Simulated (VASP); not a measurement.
Here is a VASP 6.6.1 calculation.

Contents of INCAR:

```
PREC = Accurate
ENCUT = 520
EDIFF = 1E-6
ISMEAR = 0
SIGMA = 0.1
LREAL = F
LASPH = T
NELM = 150
ALGO = Normal
ISIF = 2
LWAVE = F
LCHARG = F
METAGGA = R2SCAN
LMIXTAU = T
NBANDS = 35
KPAR = 4
```

KPOINTS

```
regular mesh
0
Gamma
  6 6 6
```

File POSCAR:

```
Si2Sb2Te
1.0
    6.1531500000     -3.6153500000      0.0000000000
    6.1531500000      3.6153500000      0.0000000000
    0.0000000000      0.0000000000      6.8662800000
Si Sb Te
4 4 2
Direct
    0.6815150000      0.9803850000      0.2126040000
    0.0196150000      0.3184850000      0.2126040000
    0.9803850000      0.6815150000      0.7126040000
    0.3184850000      0.0196150000      0.7126040000
    0.0472840000      0.6559830000      0.3301100000
    0.3440170000      0.9527160000      0.3301100000
    0.9527160000      0.3440170000      0.8301100000
    0.6559830000      0.0472840000      0.8301100000
    0.6876430000      0.3123570000      0.3527890000
    0.3123570000      0.6876430000      0.8527890000
```

Potentials or basis: VASP PAW PBE potentials, release 64 (Si, Sb, Te).

The run is started by

```console
$ cat potpaw_PBE.64/Si/POTCAR potpaw_PBE.64/Sb/POTCAR potpaw_PBE.64/Te/POTCAR > POTCAR
$ mpirun -np 4 vasp_std > vasp.out
```

(1) Estimate the largest force.

(2) What does it give for the pressure?

(3) What does it give for the band gap on the k mesh?

## Answers

(1) 0.227 eV/Å.

(2) -1.1 GPa.

(3) 0.19 eV, indirect (least direct gap 0.76 eV).

Caveat: the PAW data sets were made with another functional, which shifts forces and pressure a little; spin-orbit coupling is left out, which moves the levels of the heavy elements.
